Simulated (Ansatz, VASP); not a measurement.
# Hf (Hafnium): VASP beside Ansatz, part 2 of 2

Wanted: the spread between two codes on one cell, functional and k mesh. The cell is taken from a series of runs on this material, whose earlier steps may have relaxed, scaled, displaced or heated it; both programs get it as it stands.

VASP 6.6.1 and Ansatz 0.2.0.

So far: Set-up; Ansatz: zone-centre phonons, LDA; VASP: zone-centre phonons, LDA.

**3. VASP: zone-centre phonons, LDA (continued)**

Level of this step: LDA; plane waves and PAW (Hf_pv) (VASP).

Numbers of over 12 decimals in the logs are rounded to 6 here.

OUTCAR, selected parts (step 3):

```text
ion  position               nearest neighbor table
   1  0.333  0.667  0.250-   2 3.08   2 3.08   2 3.08   2 3.08   2 3.08   2 3.08
   2  0.667  0.333  0.750-   1 3.08   1 3.08   1 3.08   1 3.08   1 3.08   1 3.08

  LATTYP: Found a hexagonal cell.
 ALAT       =     3.0269942713
 C/A-ratio  =     1.6734341896

 Subroutine GETGRP returns: Found 24 space group operations
 (whereof 12 operations were pure point group operations)

The static configuration has the point symmetry D_3d.
 The point group associated with its full space group is D_6h.

 Found    135 irreducible k-points:

   k-points           NKPTS =    135   k-points in BZ     NKDIM =    135   number of bands    NBANDS=     16

   dimension x,y,z NGX =    24 NGY =   24 NGZ =   40
   dimension x,y,z NGXF=    48 NGYF=   48 NGZF=   80

   ENCUT  =  500.0 eV  36.75 Ry    6.06 a.u.   5.52  5.52  9.24*2*pi/ulx,y,z

   NELECT =      20.0000    total number of electrons

 k-points in reciprocal lattice and weights: Automatic mesh
   0.00000000  0.00000000  0.00000000       0.001
   0.06666667  0.00000000  0.00000000       0.003
   0.13333333  0.00000000  0.00000000       0.003
   0.20000000  0.00000000  0.00000000       0.003
   0.26666667  0.00000000  0.00000000       0.003
   0.33333333  0.00000000  0.00000000       0.003
   0.40000000  0.00000000  0.00000000       0.003
   0.46666667  0.00000000  0.00000000       0.003
   0.06666667  0.06666667  0.00000000       0.003
[...]
0.33333333  0.26666667  0.50000000       0.007
   0.33333333  0.33333333  0.50000000       0.001

 average (electrostatic) potential at core
       1 -36.5434       2 -36.5434

  Total        1.6287019      1.6287019      0.0278731     -0.0000000     -0.0000000      0.0000000
  in kB       64.9199404     64.9199404      1.1110180     -0.0000000     -0.0000000      0.0000000
  external PRESSURE =      43.6502996 kB  Pullay stress =       0.0000000 kB

  energy-cutoff  :      500.00
  volume of cell :       40.20
      direct lattice vectors                 reciprocal lattice vectors
     3.026994271  0.000000000  0.000000000     0.330360718  0.190733849  0.000000000
    -1.513497136  2.621453936  0.000000000     0.000000000  0.381467699  0.000000000
     0.000000000  0.000000000  5.065475705     0.000000000  0.000000000  0.197414825

 POSITION                                       TOTAL-FORCE (eV/Angst)
 -----------------------------------------------------------------------------------
     -0.00000      1.74764      1.26637        -0.000000      0.000000      0.000000
      1.51350      0.87382      3.79911         0.000000     -0.000000      0.000000
 -----------------------------------------------------------------------------------
    total drift:                               -0.000000      0.000000     -0.000000

 Eigenvectors and eigenvalues of the dynamical matrix
 ----------------------------------------------------

   1 f  =    3.674754 THz    23.089160 2PiTHz  122.576597 cm-1    15.197554 meV
             X         Y         Z           dx          dy          dz
     -0.000000  1.747636  1.266369    -0.000000   -0.000000    0.707107
      1.513497  0.873818  3.799107     0.000000   -0.000000   -0.707107

   2 f  =    1.788479 THz    11.237344 2PiTHz   59.657231 cm-1     7.396551 meV
             X         Y         Z           dx          dy          dz
     -0.000000  1.747636  1.266369     0.290434   -0.644708   -0.000000
      1.513497  0.873818  3.799107    -0.290434    0.644708   -0.000000

   3 f  =    1.788479 THz    11.237344 2PiTHz   59.657231 cm-1     7.396551 meV
             X         Y         Z           dx          dy          dz
     -0.000000  1.747636  1.266369     0.644708    0.290434    0.000000
      1.513497  0.873818  3.799107    -0.644708   -0.290434    0.000000

   4 f  =    0.000000 THz     0.000000 2PiTHz    0.000001 cm-1     0.000000 meV
             X         Y         Z           dx          dy          dz
     -0.000000  1.747636  1.266369     0.104897    0.695303    0.074505
      1.513497  0.873818  3.799107     0.104897    0.695303    0.074505

   5 f  =    0.000000 THz     0.000000 2PiTHz    0.000000 cm-1     0.000000 meV
             X         Y         Z           dx          dy          dz
     -0.000000  1.747636  1.266369     0.698934   -0.101869   -0.033375
      1.513497  0.873818  3.799107     0.698934   -0.101869   -0.033375

   6 f/i=    0.000000 THz     0.000000 2PiTHz    0.000001 cm-1     0.000000 meV
             X         Y         Z           dx          dy          dz
     -0.000000  1.747636  1.266369    -0.022084    0.078595   -0.702378
      1.513497  0.873818  3.799107    -0.022084    0.078595   -0.702378

 ELASTIC MODULI CONTR FROM IONIC RELAXATION (kBar)
 Direction    XX          YY          ZZ          XY          YZ          ZX
 --------------------------------------------------------------------------------
 XX        -157.7481    157.7481     -0.0000      0.0000      0.0000     -0.0000
 YY         157.7481   -157.7481      0.0000      0.0000     -0.0000      0.0000
 ZZ          -0.0000      0.0000     -0.0000     -0.0000      0.0000      0.0000
 XY           0.0000      0.0000     -0.0000   -157.7481      0.0000     -0.0000
 YZ           0.0000     -0.0000     -0.0000      0.0000     -0.0000      0.0000
 ZX          -0.0000      0.0000      0.0000     -0.0000      0.0000     -0.0000
 --------------------------------------------------------------------------------
```

**4. Comparison**

Known differences besides the potentials themselves: the two LDA forms differ slightly; the data sets hold 52 valence electrons in Ansatz (on its PAW soft_1 files) and 20 in VASP; the cutoff is 420 eV in Ansatz and 500 eV in VASP; VASP's log shows a relativistic correction to its local exchange, Ansatz's none. Total energies have different zeros and are not compared.

Compared:

```csv
quantity,Ansatz,VASP,difference
optical mode 1 to 2 (cm⁻¹),60.1,59.7,+0.76 %
optical mode 3 (cm⁻¹),122.8,122.6,+0.14 %
```

Modes are paired by rising frequency, not by their patterns, so a pair may set unlike modes beside each other; they are those without the splitting of longitudinal modes.

**5. What came out**

| Property | Result |
| --- | --- |
| r.m.s. difference of the optical zone-centre modes, each program's sorted by frequency (zone-centre phonons, LDA) | 0.38 cm⁻¹ |
| difference in optical mode 1 to 2 (zone-centre phonons, LDA) | +0.8 % |

**Reading.** The r.m.s. difference of the optical zone-centre modes, each program's sorted by frequency is 0.38 cm⁻¹ (zone-centre phonons, LDA). The data sets hold unlike numbers of valence electrons (52 in Ansatz and 20 in VASP), so part of the differences comes from the potentials. Among the rows given in per cent, the largest difference of the zone-centre phonons, LDA pair is in optical mode 1 to 2, +0.8 %. Such differences can come from data sets, numerical settings and the points named under the comparisons, not from the functional's error against experiment.

[Lines on the potential files, build, host, timing and source positions are cut from VASP's logs without a mark.]

[Logs are printed without paths, hosts, clocks, repeated set-up lines and the standing remarks that a program may print on its own settings, such as how far it seeks lower states.]

[Hosts, paths, dates, database ids (printed as entryN), source tags and the programs' standing remarks are cut or masked in the printed files.]
